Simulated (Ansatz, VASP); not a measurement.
**PtS2 in two plane-wave programs**

One calculation is typed for both programs; each brings its own data sets. How far apart do they land? The cell is taken from a series of runs on this material, whose earlier steps may have relaxed, scaled, displaced or heated it; both programs get it as it stands.

Program: Ansatz 0.2.0. Level of theory: plane waves, with VASP 6.6.1 beside it; G0W0 gap at PBEsol. Results are calculated unless marked as measured.

**1. Set-up**

The cell holds 3 atoms: 1 Pt and 2 S. Cell: a = 3.538 Å, b = 3.538 Å, c = 28.100 Å, α = 90.0°, β = 90.0°, γ = 120.0°. Vacuum lies along c.

**2. VASP: G0W0 gap, PBEsol**

Quasiparticle shifts depend on high empty states and on the cores, so they are the hardest test of two PAW sets.

Lines of VASP's logs that name or quote its potential files are left out, and so is its time.

The run reads the wave functions of an earlier VASP run, which isn't shown here.

The input, INCAR:

```
SYSTEM = PtS2
PREC = Accurate
ENCUT = 340
ISMEAR = 0
SIGMA = 0.01
LREAL = .FALSE.
GGA = PS
NBANDS = 608
LASPH = .TRUE.
ALGO = EVGW0
NELMGW = 1
ENCUTGW = 90
NOMEGA = 64
PRECFOCK = Fast
NBANDSGW = 24
LWAVE = .FALSE.
LCHARG = .FALSE.
```

The input, POSCAR:

```
PtS2
1.0
    3.5379929514      0.0000000000      0.0000000000
   -1.7689964757      3.0639917743      0.0000000000
    0.0000000000      0.0000000000     28.1000000000
Pt S
1 2
Direct
    0.0000000000      0.0000000000      0.5000000000
    0.3333333333      0.6666666667      0.5432342629
    0.6666666667      0.3333333333      0.4567657371
```

The input, KPOINTS:

```
Automatic mesh
0
Gamma
6 6 1
0 0 0
```

The projector-augmented-wave data sets are Pt_sv_GW and S_GW (PBE family, release 64).

Command:

```
> mpirun -np 8 vasp_std
```

Numbers of over 12 decimals in the logs are rounded to 6 here.

What it wrote:

```text
[banner, memory and clock lines left out]
running    8 mpi-ranks, on    1 nodes
 distrk:  each k-point on    8 cores,    1 groups
 distr:  one band on    1 cores,    8 groups

 POSCAR found type information on POSCAR PtS
 POSCAR found :  2 types and       3 ions
|                                                                             |
|           W    W    AA    RRRRR   N    N  II  N    N   GGGG   !!!           |
|           W    W   A  A   R    R  NN   N  II  NN   N  G    G  !!!           |
|           W    W  A    A  R    R  N N  N  II  N N  N  G       !!!           |
|           W WW W  AAAAAA  RRRRR   N  N N  II  N  N N  G  GGG   !            |
|           WW  WW  A    A  R   R   N   NN  II  N   NN  G    G                |
|           W    W  A    A  R    R  N    N  II  N    N   GGGG   !!!           |
|                                                                             |
|     For optimal performance we recommend to set                             |
|       NCORE = 2 up to number-of-cores-per-socket                            |
|     NCORE specifies how many cores store one orbital (NPAR=cpu/NCORE).      |
|     This setting can greatly improve the performance of VASP for DFT.       |
|     The default, NCORE=1 might be grossly inefficient on modern             |
|     multi-core architectures or massively parallel machines. Do your        |
|     Unfortunately you need to use the default for GW and RPA                |
|     calculations (for HF NCORE is supported but not extensively tested      |
|     yet).                                                                   |
|                                                                             |

|                                                                             |
|               ----> ADVICE to this user running VASP <----                  |
|                                                                             |
|     You enforced a specific xc type in the INCAR file but a different       |
|     [... a line on the potential file left out ...]
|     I HOPE YOU KNOW WHAT YOU ARE DOING!                                     |
|                                                                             |

|                                                                             |
|           W    W    AA    RRRRR   N    N  II  N    N   GGGG   !!!           |
|           W    W   A  A   R    R  NN   N  II  NN   N  G    G  !!!           |
|           W    W  A    A  R    R  N N  N  II  N N  N  G       !!!           |
|           W WW W  AAAAAA  RRRRR   N  N N  II  N  N N  G  GGG   !            |
|           WW  WW  A    A  R   R   N   NN  II  N   NN  G    G                |
|           W    W  A    A  R    R  N    N  II  N    N   GGGG   !!!           |
|                                                                             |
|     The default for ENCUTGWSOFT is different in this version of VASP.       |
|     please manually set ENCUTGWSOFT =90 in the INCAR file.                  |
|                                                                             |

 LDA part: xc-table for (Slater+PW92), standard interpolation
 found WAVECAR, reading the header
 POSCAR, INCAR and KPOINTS ok, starting setup
 FFT: planning ... GRIDC
 FFT: planning ... GRID_SOFT
 FFT: planning ... GRID
 reading WAVECAR
 the WAVECAR file was read successfully
 initial charge from wavefunction
 available memory per node:     30.95 GB, setting MAXMEM to     31692

 The Fermi energy was updated, please check that it is located mid-gap
 values below the HOMO (VB) or above the LUMO (CB) will cause erroneous energies
 E-fermi :  -3.1524

 calculate exact exchange contribution
 the WAVEDER file was read successfully
|                                                                             |
|           W    W    AA    RRRRR   N    N  II  N    N   GGGG   !!!           |
|           W    W   A  A   R    R  NN   N  II  NN   N  G    G  !!!           |
|           W    W  A    A  R    R  N N  N  II  N N  N  G       !!!           |
|           W WW W  AAAAAA  RRRRR   N  N N  II  N  N N  G  GGG   !            |
|           WW  WW  A    A  R   R   N   NN  II  N   NN  G    G                |
|           W    W  A    A  R    R  N    N  II  N    N   GGGG   !!!           |
|                                                                             |
|     Automatic setting of frequency mesh for GW failed. Frequency mesh       |
|     properly not suitable for determining QP energies. Consider             |
|     increasing number of kpoints.                                           |
|                                                                             |

energies w=
    0.000    0.000    1.057    0.000    2.112    0.000    3.162    0.000
    4.206    0.000    5.242    0.000    6.267    0.000    7.282    0.000
    8.285    0.000    9.274    0.000   10.251    0.000   11.214    0.000
   12.165    0.000   13.103    0.000   14.030    0.000   14.945    0.000
   15.851    0.000   16.748    0.000   17.638    0.000   18.522    0.000
   19.402    0.000   20.279    0.000   21.155    0.000   22.032    0.000
   22.912    0.000   23.796    0.000   24.688    0.000   25.589    0.000
   26.502    0.000   27.429    0.000   28.374    0.000   29.338    0.000
   30.326    0.000   31.342    0.000   32.388    0.000   33.470    0.000
   34.592    0.000   35.760    0.000   36.981    0.000   38.260    0.000
   39.607    0.000   41.030    0.000   42.540    0.000   44.149    0.000
   45.873    0.000   47.727    0.000   49.732    0.000   51.912    0.000
   54.296    0.000   56.920    0.000   59.827    0.000   63.072    0.000
   66.721    0.000   70.863    0.000   75.609    0.000   81.107    0.000
   87.555    0.000   95.228    0.000  104.512    0.000  115.972    0.000
  130.468    0.000  149.374    0.000  175.037    0.000  211.811    0.000
 responsefunction array rank=     616
 LDA part: xc-table for (Slater+PW92), standard interpolation

 min. memory requirement per mpi rank    778.1 MB, per node   6224.8 MB

 allocating   8 responsefunctions rank=   616
 shmem allocating  64 responsefunctions rank=   616
 response function shared by NCSHMEM nodes    1
 Doing            8  frequencies on each core in blocks of           64
NQ=   1    0.0000    0.0000    0.0000,
|.........|.........|.........|.........|.........|.........|.........|.........
 performed        844000 updates of chi_q(r,r)
 total number of BLAS operations       2344.43 Gflops
NQ=   2    0.1667    0.0000    0.0000,
|.........|.........|.........|.........|.........|.........|.........|.........
 performed       2359000 updates of chi_q(r,r)
 total number of BLAS operations       6637.93 Gflops
NQ=   3    0.3333    0.0000    0.0000,
|.........|.........|.........|.........|.........|.........|.........|.........
 performed       3874000 updates of chi_q(r,r)
 total number of BLAS operations      10845.28 Gflops
NQ=   4    0.5000    0.0000    0.0000,
|.........|.........|.........|.........|.........|.........|.........|.........
 performed       5010000 updates of chi_q(r,r)
 total number of BLAS operations      14228.62 Gflops
NQ=   5    0.1667    0.1667    0.0000,
|.........|.........|.........|.........|.........|.........|.........|.........
 performed       6525000 updates of chi_q(r,r)
 total number of BLAS operations      18407.44 Gflops
NQ=   6    0.3333    0.1667    0.0000,
|.........|.........|.........|.........|.........|.........|.........|.........
 performed       8216000 updates of chi_q(r,r)
 total number of BLAS operations      23100.76 Gflops
NQ=   7    0.3333    0.3333    0.0000,
|.........|.........|.........|.........|.........|.........|.........|.........
 performed       9206000 updates of chi_q(r,r)
 total number of BLAS operations      25868.88 Gflops
 resolving degeneracies of screened two electron integrals

 calculate QP shifts <psi_nk| G(iteration)W_0 |psi_nk>: iteration 1
 entering main loop
```

From OUTCAR (step 2):

```text
ion  position               nearest neighbor table
   1  0.000  0.000  0.500-   2 2.38   3 2.38   2 2.38   3 2.38   3 2.38   2 2.38
   2  0.333  0.667  0.543-   1 2.38   1 2.38   1 2.38
   3  0.667  0.333  0.457-   1 2.38   1 2.38   1 2.38

  LATTYP: Found a hexagonal cell.
 ALAT       =     3.5379929514
 C/A-ratio  =     7.9423561285

 Subroutine GETGRP returns: Found 12 space group operations
 (whereof 12 operations were pure point group operations)

The static configuration has the point symmetry D_3d.

 Found      7 irreducible k-points:

   k-points           NKPTS =      7   k-points in BZ     NKDIM =     36   number of bands    NBANDS=    608

   dimension x,y,z NGX =    24 NGY =   24 NGZ =  180
   dimension x,y,z NGXF=    48 NGYF=   48 NGZF=  360

   ENCUT  =  340.0 eV  24.99 Ry    5.00 a.u.   5.32  5.32 42.25*2*pi/ulx,y,z

   NELECT =      30.0000    total number of electrons

  energy-cutoff  :      340.00
  volume of cell :      304.61
      direct lattice vectors                 reciprocal lattice vectors
     3.537992951  0.000000000  0.000000000     0.282646126  0.163185817  0.000000000
    -1.768996476  3.063991774  0.000000000     0.000000000  0.326371633  0.000000000
     0.000000000  0.000000000 28.100000000     0.000000000  0.000000000  0.035587189

 k-points in reciprocal lattice and weights: Automatic mesh
   0.00000000  0.00000000  0.00000000       0.028
   0.16666667  0.00000000  0.00000000       0.167
   0.33333333  0.00000000  0.00000000       0.167
   0.50000000  0.00000000  0.00000000       0.083
   0.16666667  0.16666667  0.00000000       0.167
   0.33333333  0.16666667  0.00000000       0.333
   0.33333333  0.33333333  0.00000000       0.056

 E-fermi :  -3.1524

 QP shifts <psi_nk| G(iteration)W_0 |psi_nk>: iteration 1
 for sc-GW calculations column KS-energies equals QP-energies in previous step
 and V_xc(KS)=  KS-energies - (<T + V_ion + V_H > + <T+V_H+V_ion>^1  + <V_x>^1)
 k-point   1 :       0.0000    0.0000    0.0000
  band No.  KS-energies  QP-energies   sigma(KS)   V_xc(KS)     V^pw_x(r,r')   Z            occupation Imag(sigma)
    ...
     12      -4.9793      -5.7643     -18.1274     -17.1013     -20.9738       0.7651       2.0000       0.4531
     13      -4.9001      -5.7816     -13.4294     -12.2943     -14.6692       0.7766       2.0000       0.3395
     14      -4.4720      -5.1813     -14.8687     -13.9578     -15.8791       0.7787       2.0000       0.2458
     15      -4.4720      -5.1813     -14.8687     -13.9578     -15.8791       0.7787       2.0000       0.2458
     16      -0.8708       0.3516     -15.0756     -16.6225     -12.5705       0.7902       0.0000      -0.3373
     17      -0.8708       0.3516     -15.0756     -16.6225     -12.5705       0.7902       0.0000      -0.3373
     18       1.3247       1.7725      -4.6817      -5.1908      -2.4343       0.8795       0.0000      -0.2578
     19       1.5158       2.2164      -6.8190      -7.6356      -3.9985       0.8579       0.0000      -0.2844
    ...

 k-point   2 :       0.1667    0.0000    0.0000
  band No.  KS-energies  QP-energies   sigma(KS)   V_xc(KS)     V^pw_x(r,r')   Z            occupation Imag(sigma)
    ...
     12      -5.9592      -6.7352     -17.3631     -16.3546     -20.0335       0.7694       2.0000       0.4769
     13      -4.4588      -5.2830     -13.9589     -12.8947     -15.1187       0.7745       2.0000       0.2899
     14      -4.4112      -5.1127     -15.9787     -15.0771     -17.3838       0.7781       2.0000       0.2656
     15      -4.2157      -4.9541     -17.3353     -16.3828     -19.3986       0.7752       2.0000       0.3170
     16      -2.1237      -1.0403     -14.3921     -15.7551     -12.2278       0.7948       0.0000      -0.2293
     17      -1.2359      -0.0405     -14.7582     -16.2766     -12.2354       0.7873       0.0000      -0.3139
     18       2.0161       2.2453      -3.2463      -3.5012      -1.4582       0.8992       0.0000      -0.2308
     19       2.1741       2.3069      -2.7028      -2.8489      -1.0884       0.9088       0.0000      -0.2112
    ...

 k-point   3 :       0.3333    0.0000    0.0000
  band No.  KS-energies  QP-energies   sigma(KS)   V_xc(KS)     V^pw_x(r,r')   Z            occupation Imag(sigma)
    ...
     12      -6.3812      -7.1624     -18.0535     -17.0358     -21.0954       0.7677       2.0000       0.5166
     13      -5.3892      -6.1165     -17.3169     -16.3725     -19.4951       0.7701       2.0000       0.3810
     14      -5.0942      -5.8242     -17.1412     -16.2014     -19.2358       0.7767       2.0000       0.3396
     15      -4.6306      -5.4210     -16.3442     -15.3188     -18.3208       0.7708       2.0000       0.3450
     16      -1.9959      -0.9138     -14.7654     -16.1326     -12.4975       0.7916       0.0000      -0.2503
     17      -1.2713      -0.0734     -14.7840     -16.3092     -12.1945       0.7855       0.0000      -0.3253
     18       1.4854       2.5801      -9.6140     -10.9345      -6.1396       0.8290       0.0000      -0.3769
     19       3.2070       4.0353      -7.4287      -8.4019      -4.4043       0.8510       0.0000      -0.3755
    ...

 k-point   4 :       0.5000    0.0000    0.0000
  band No.  KS-energies  QP-energies   sigma(KS)   V_xc(KS)     V^pw_x(r,r')   Z            occupation Imag(sigma)
    ...
     12      -6.4067      -7.0996     -20.7270     -19.8135     -24.4871       0.7586       2.0000       0.5474
     13      -6.2981      -7.1688     -14.6406     -13.5286     -16.3679       0.7831       2.0000       0.3797
     14      -5.9323      -6.6596     -18.9210     -17.9718     -21.9768       0.7662       2.0000       0.5014
     15      -5.6189      -6.5349     -14.0105     -12.8264     -15.6907       0.7736       2.0000       0.4020
     16      -1.2806      -0.0739     -15.5600     -17.0931     -12.8927       0.7871       0.0000      -0.3407
     17      -1.1045       0.1102     -14.9738     -16.5211     -12.3504       0.7851       0.0000      -0.3460
     18       1.3382       2.5044     -10.5635     -11.9836      -7.1142       0.8212       0.0000      -0.3781
     19       2.4504       3.4364      -8.6521      -9.8371      -4.9757       0.8321       0.0000      -0.3949
    ...

[... 3 further parts left out ...]
```

(Continued in part 2 of 2.)

[Lines on the potential files, build, host, timing and source positions are cut from VASP's logs without a mark.]

[Logs are printed without paths, hosts, clocks, repeated set-up lines and the standing remarks that a program may print on its own settings, such as how far it seeks lower states.]

[Hosts, paths, dates, database ids (printed as entryN), source tags and the programs' standing remarks are cut or masked in the printed files.]
